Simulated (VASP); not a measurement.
Here is a VASP 6.6.1 calculation.

The input run.py:

```python
from ase.calculators.vasp import Vasp
from ase.dft.bandgap import bandgap
from ase.io import read

atoms = read('Ca2CuS2O2.cif')
calc = Vasp(
    directory='calc',
    xc='rpbe',
    pp='PBE',
    setups='minimal',
    prec='Accurate',
    encut=500,
    ediff=1e-06,
    ismear=0,
    sigma=0.1,
    lreal=False,
    lasph=True,
    nelm=80,
    algo='Normal',
    isif=2,
    lwave=False,
    lcharg=False,
    kpts=[7, 7, 4],
    gamma=True,
    nbands=34,
)
atoms.calc = calc

print('energy (eV):', atoms.get_potential_energy())
print('free energy (eV):', atoms.get_potential_energy(force_consistent=True))
print('forces (eV/A):')
print(atoms.get_forces())
print('stress (eV/A^3, Voigt):', atoms.get_stress())
print('Fermi level (eV):', calc.get_fermi_level())
gap, top, bottom = bandgap(calc)
print('band gap (eV):', gap, 'from (spin, k, band)', top, 'to', bottom)
```

Ca2CuS2O2.cif

```cif
data_Ca2CuS2O2
_cell_length_a 3.86249900
_cell_length_b 3.86249900
_cell_length_c 7.74547400
_cell_angle_alpha 90.00000000
_cell_angle_beta 90.00000000
_cell_angle_gamma 90.00000000
_space_group_name_H-M_alt 'P1'
_space_group_name_Hall 'P 1'
_space_group_IT_number 1
loop_
_space_group_symop_operation_xyz
'x,y,z'
loop_
_atom_site_label
_atom_site_type_symbol
_atom_site_symmetry_multiplicity
_atom_site_Wyckoff_symbol
_atom_site_fract_x
_atom_site_fract_y
_atom_site_fract_z
_atom_site_occupancy
Cu1 Cu 1 a 0.0000000000 0.0000000000 0.5000000000 1
Ca1 Ca 1 a 0.5000000000 0.5000000000 0.2918880000 1
Ca2 Ca 1 a 0.5000000000 0.5000000000 0.7081120000 1
S1 S 1 a 0.0000000000 0.0000000000 0.1383120000 1
S2 S 1 a 0.0000000000 0.0000000000 0.8616880000 1
O1 O 1 a 0.5000000000 0.0000000000 0.5000000000 1
O2 O 1 a 0.0000000000 0.5000000000 0.5000000000 1
```

Potentials or basis: VASP PAW PBE potentials, release 64 (Cu, Ca_pv, S, O).

Command:

```sh
$ python run.py
```

Question: Estimate the pressure.

Answer: 3.2 GPa.

Question: What does it give for the largest force?

Answer: 0.098 eV/Å.

Stress tensor (GPa, compression positive):
```
3.58 0.00 0.00
0.00 3.58 0.00
0.00 0.00 2.42
```

Caveat: the PAW data sets were made with another functional, which shifts forces and pressure a little; an odd number of electrons without spin polarisation forces a metal; a magnetic or distorted state may lie lower; the run has no spin polarisation, though such a crystal can be magnetic; semilocal functionals often make such compounds metallic where correlation or magnetic order opens a gap, which also shifts bond lengths.
